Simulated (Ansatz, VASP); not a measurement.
# Cs2LiScF6: VASP beside Ansatz, part 2 of 2

Aim: how closely do two programs agree when they are given the same cell, functional and k mesh? The cell is taken from a series of runs on this material, whose earlier steps may have relaxed, scaled, displaced or heated it; both programs get it as it stands.

VASP 6.6.1 and Ansatz 0.2.0.

So far: The structure; Ansatz: G0W0 gap, PBE, DFT+U.

## (3) VASP: G0W0 gap, PBE, DFT+U

Level of this step: G0W0 on PBE+U; plane waves and PAW (Cs_sv_GW, Li_sv_GW, Sc_sv_GW, F_GW) (VASP).

The same cell, functional and mesh now go to VASP, with its own data sets.

Lines of VASP's logs that name or quote its potential files are left out, and so is its time.

The run reads the wave functions of an earlier VASP run, which isn't shown here.

INCAR reads:

```
SYSTEM = Cs2LiScF6
PREC = Accurate
ENCUT = 520
ISMEAR = 0
SIGMA = 0.01
LREAL = .FALSE.
GGA = PE
NBANDS = 745
LASPH = .TRUE.
LMAXMIX = 4
ALGO = EVGW0
NELMGW = 1
ENCUTGW = 150
NOMEGA = 64
PRECFOCK = Fast
NBANDSGW = 45
LWAVE = .FALSE.
LCHARG = .FALSE.
```

POSCAR reads:

```
Cs2LiScF6
1.0
    0.0000000000      4.3957373378      4.3957373378
    4.3957373378      0.0000000000      4.3957373378
    4.3957373378      4.3957373378      0.0000000000
Cs Li Sc F
2 1 1 6
Direct
    0.7500000000      0.7500000000      0.7500000000
    0.2500000000      0.2500000000      0.2500000000
    0.5000000000      0.5000000000      0.5000000000
    0.0000000000      0.0000000000      0.0000000000
    0.7653322400      0.2346677600      0.2346677600
    0.2346677600      0.2346677600      0.7653322400
    0.2346677600      0.7653322400      0.7653322400
    0.2346677600      0.7653322400      0.2346677600
    0.7653322400      0.2346677600      0.7653322400
    0.7653322400      0.7653322400      0.2346677600
```

KPOINTS reads:

```
Automatic mesh
0
Gamma
2 2 2
0 0 0
```

The projector-augmented-wave data sets are Cs_sv_GW, Li_sv_GW, Sc_sv_GW and F_GW (PBE family, release 64).

Launch:

```bash
export OMP_NUM_THREADS=3
mpirun -np 1 vasp_std
```

Numbers of over 12 decimals in the logs are rounded to 6 here.

The program printed:

```text
[banner, memory and clock lines left out]
running    1 mpi-ranks, on    1 nodes
 distrk:  each k-point on    1 cores,    1 groups
 distr:  one band on    1 cores,    1 groups
 Offloading initialized ...    1 GPUs detected
 POSCAR found type information on POSCAR CsLiScF
 POSCAR found :  4 types and      10 ions
|                                                                             |
|           W    W    AA    RRRRR   N    N  II  N    N   GGGG   !!!           |
|           W    W   A  A   R    R  NN   N  II  NN   N  G    G  !!!           |
|           W    W  A    A  R    R  N N  N  II  N N  N  G       !!!           |
|           W WW W  AAAAAA  RRRRR   N  N N  II  N  N N  G  GGG   !            |
|           WW  WW  A    A  R   R   N   NN  II  N   NN  G    G                |
|           W    W  A    A  R    R  N    N  II  N    N   GGGG   !!!           |
|                                                                             |
|     The default for ENCUTGWSOFT is different in this version of VASP.       |
|     please manually set ENCUTGWSOFT =150 in the INCAR file.                 |
|                                                                             |

 LDA part: xc-table for (Slater+PW92), standard interpolation
 found WAVECAR, reading the header
 POSCAR, INCAR and KPOINTS ok, starting setup
 FFT: planning ... GRIDC
 FFT: planning ... GRID_SOFT
 FFT: planning ... GRID
 reading WAVECAR
 the WAVECAR file was read successfully
 initial charge from wavefunction
 available memory per node:   1652.09 GB, setting MAXMEM to   1691739

 The Fermi energy was updated, please check that it is located mid-gap
 values below the HOMO (VB) or above the LUMO (CB) will cause erroneous energies
 E-fermi :   3.2169

 calculate exact exchange contribution
 the WAVEDER file was read successfully
energies w=
    0.000    0.000    1.214    0.000    2.425    0.000    3.631    0.000
    4.830    0.000    6.018    0.000    7.194    0.000    8.358    0.000
    9.507    0.000   10.640    0.000   11.759    0.000   12.862    0.000
   13.950    0.000   15.024    0.000   16.084    0.000   17.132    0.000
   18.168    0.000   19.195    0.000   20.215    0.000   21.228    0.000
   22.237    0.000   23.243    0.000   24.250    0.000   25.258    0.000
   26.272    0.000   27.292    0.000   28.322    0.000   29.365    0.000
   30.423    0.000   31.500    0.000   32.599    0.000   33.725    0.000
   34.882    0.000   36.073    0.000   37.305    0.000   38.583    0.000
   39.913    0.000   41.303    0.000   42.761    0.000   44.297    0.000
   45.920    0.000   47.645    0.000   49.485    0.000   51.457    0.000
   53.582    0.000   55.884    0.000   58.392    0.000   61.140    0.000
   64.173    0.000   67.542    0.000   71.314    0.000   75.573    0.000
   80.427    0.000   86.014    0.000   92.524    0.000  100.209    0.000
  109.422    0.000  120.671    0.000  134.712    0.000  152.720    0.000
  176.632    0.000  209.873    0.000  259.145    0.000  339.553    0.000
 responsefunction array rank=     725
 LDA part: xc-table for (Slater+PW92), standard interpolation

 min. memory requirement per mpi rank   1745.3 MB, per node   1745.3 MB

 allocating  64 responsefunctions rank=   725
 shmem allocating  64 responsefunctions rank=   725
 response function shared by NCSHMEM nodes    1
 Doing            64  frequencies on each core in blocks of            64
NQ=   1    0.0000    0.0000    0.0000,
|.........|.........|.........|.........|.........|.........|.........|.........
 performed        620000 updates of chi_q(r,r)
 total number of BLAS operations       2608.30 Gflops
NQ=   2    0.5000    0.0000    0.0000,
|.........|.........|.........|.........|.........|.........|.........|.........
 performed       1575000 updates of chi_q(r,r)
 total number of BLAS operations       6549.12 Gflops
NQ=   3    0.5000    0.5000    0.0000,
|.........|.........|.........|.........|.........|.........|.........|.........
 performed       2463000 updates of chi_q(r,r)
 total number of BLAS operations      10274.90 Gflops
 resolving degeneracies of screened two electron integrals

 calculate QP shifts <psi_nk| G(iteration)W_0 |psi_nk>: iteration 1
 entering main loop
```

From OUTCAR (step 3):

```text
ion  position               nearest neighbor table
   1  0.750  0.750  0.750-
   2  0.250  0.250  0.250-
   3  0.500  0.500  0.500-
   4  0.000  0.000  0.000-   5 2.06   6 2.06   7 2.06   8 2.06   9 2.06  10 2.06
   5  0.765  0.235  0.235-   4 2.06
   6  0.235  0.235  0.765-   4 2.06
   7  0.235  0.765  0.765-   4 2.06
   8  0.235  0.765  0.235-   4 2.06
   9  0.765  0.235  0.765-   4 2.06
  10  0.765  0.765  0.235-   4 2.06

  LATTYP: Found a face centered cubic cell.
 ALAT       =     8.7914746756

 Subroutine GETGRP returns: Found 48 space group operations
 (whereof 48 operations were pure point group operations)

The static configuration has the point symmetry O_h .

 Found      3 irreducible k-points:

   k-points           NKPTS =      3   k-points in BZ     NKDIM =      8   number of bands    NBANDS=    745

   dimension x,y,z NGX =    48 NGY =   48 NGZ =   48
   dimension x,y,z NGXF=    96 NGYF=   96 NGZF=   96

   ENCUT  =  520.0 eV  38.22 Ry    6.18 a.u.  11.56 11.56 11.56*2*pi/ulx,y,z

   NELECT =      74.0000    total number of electrons

  energy-cutoff  :      520.00
  volume of cell :      169.87
      direct lattice vectors                 reciprocal lattice vectors
     0.000000000  4.395737338  4.395737338    -0.113746560  0.113746560  0.113746560
     4.395737338  0.000000000  4.395737338     0.113746560 -0.113746560  0.113746560
     4.395737338  4.395737338  0.000000000     0.113746560  0.113746560 -0.113746560

 k-points in reciprocal lattice and weights: Automatic mesh
   0.00000000  0.00000000  0.00000000       0.125
   0.50000000  0.00000000  0.00000000       0.500
   0.50000000  0.50000000  0.00000000       0.375

 E-fermi :   3.2169

 QP shifts <psi_nk| G(iteration)W_0 |psi_nk>: iteration 1
 for sc-GW calculations column KS-energies equals QP-energies in previous step
 and V_xc(KS)=  KS-energies - (<T + V_ion + V_H > + <T+V_H+V_ion>^1  + <V_x>^1)
 k-point   1 :       0.0000    0.0000    0.0000
  band No.  KS-energies  QP-energies   sigma(KS)   V_xc(KS)     V^pw_x(r,r')   Z            occupation Imag(sigma)
    ...
     34      -0.5755      -2.6321     -24.4111     -21.7705     -29.1960       0.7789       2.0000       0.1757
     35      -0.5582      -2.6241     -25.0121     -22.3316     -30.1998       0.7707       2.0000       0.1952
     36      -0.5582      -2.6241     -25.0121     -22.3316     -30.1998       0.7707       2.0000       0.1952
     37      -0.5582      -2.6241     -25.0121     -22.3316     -30.1998       0.7707       2.0000       0.1952
     38       6.9920       8.0571      -7.9562      -9.1834      -4.6883       0.8679       0.0000      -0.0975
     39       7.1199       8.5599     -13.8426     -15.6263      -8.9802       0.8073       0.0000      -0.1779
     40       7.1199       8.5599     -13.8426     -15.6263      -8.9802       0.8073       0.0000      -0.1779
     41       7.1199       8.5599     -13.8426     -15.6263      -8.9802       0.8073       0.0000      -0.1779
    ...

 k-point   2 :       0.5000    0.0000    0.0000
  band No.  KS-energies  QP-energies   sigma(KS)   V_xc(KS)     V^pw_x(r,r')   Z            occupation Imag(sigma)
    ...
     34      -0.6499      -2.7162     -24.2576     -21.5986     -29.0101       0.7771       2.0000       0.1755
     35      -0.6499      -2.7162     -24.2576     -21.5986     -29.0101       0.7771       2.0000       0.1755
     36      -0.6389      -2.7200     -24.4332     -21.7427     -29.3789       0.7735       2.0000       0.1861
     37      -0.6389      -2.7200     -24.4332     -21.7427     -29.3789       0.7735       2.0000       0.1861
     38       7.1705       8.6180     -13.9339     -15.7354      -9.1137       0.8035       0.0000      -0.1776
     39       7.1705       8.6180     -13.9339     -15.7354      -9.1137       0.8035       0.0000      -0.1776
     40       7.2253       8.6810     -14.2058     -16.0330      -9.2766       0.7967       0.0000      -0.1838
     41       8.7166      10.3302     -13.1865     -15.1656      -8.7207       0.8153       0.0000      -0.1554
    ...

 k-point   3 :       0.5000    0.5000    0.0000
  band No.  KS-energies  QP-energies   sigma(KS)   V_xc(KS)     V^pw_x(r,r')   Z            occupation Imag(sigma)
    ...
     34      -0.7788      -2.8869     -24.1367     -21.4025     -29.0575       0.7710       2.0000       0.1882
     35      -0.7106      -2.7980     -23.9425     -21.2520     -28.6404       0.7758       2.0000       0.1755
     36      -0.7106      -2.7980     -23.9425     -21.2520     -28.6404       0.7758       2.0000       0.1755
     37      -0.5677      -2.6324     -24.9710     -22.2903     -30.1479       0.7702       2.0000       0.1950
     38       7.2045       8.6559     -14.1317     -15.9497      -9.1511       0.7984       0.0000      -0.1848
     39       7.2817       8.7638     -14.5487     -16.4200      -9.6647       0.7920       0.0000      -0.1848
     40       7.2817       8.7638     -14.5487     -16.4200      -9.6647       0.7920       0.0000      -0.1848
     41       8.0421       9.4405     -11.0634     -12.7345      -7.1279       0.8368       0.0000      -0.1266
    ...
```

## (4) Comparison

Known differences besides the potentials themselves: U acts on the PAW sphere in VASP and on atomic orbitals in Ansatz, so only states and trends compare; fixed occupations in Ansatz, narrow Gaussian smearing in VASP; the cutoff is 420 eV in Ansatz and 520 eV in VASP; Ansatz integrates over frequency by contour deformation, VASP on a grid of NOMEGA points; Ansatz's G0W0 levels solve the quasiparticle equation, VASP's are linearised. Total energies have different zeros and are not compared.

The two programs side by side:

```
                   quantity  Ansatz   VASP  difference
  G0W0 gap on the mesh (eV)   10.68  10.68        0.00
Kohn-Sham gap under it (eV)    7.51   7.55       -0.04
```

## (5) Results

```yaml
difference_in_g0w0_gap_on_the_mesh_g0w0_gap_pbe_dft_u: -0.0036 eV
```

What this shows: The difference in G0W0 gap on the mesh is -0.0036 eV (G0W0 gap, PBE, DFT+U). How closely two codes agree says nothing of how well the functional describes the real material.

[Lines on the potential files, build, host, timing and source positions are cut from VASP's logs without a mark.]

[Logs are printed without paths, hosts, clocks, repeated set-up lines and the standing remarks that a program may print on its own settings, such as how far it seeks lower states.]

[Hosts, paths, dates, database ids (printed as entryN), source tags and the programs' standing remarks are cut or masked in the printed files.]
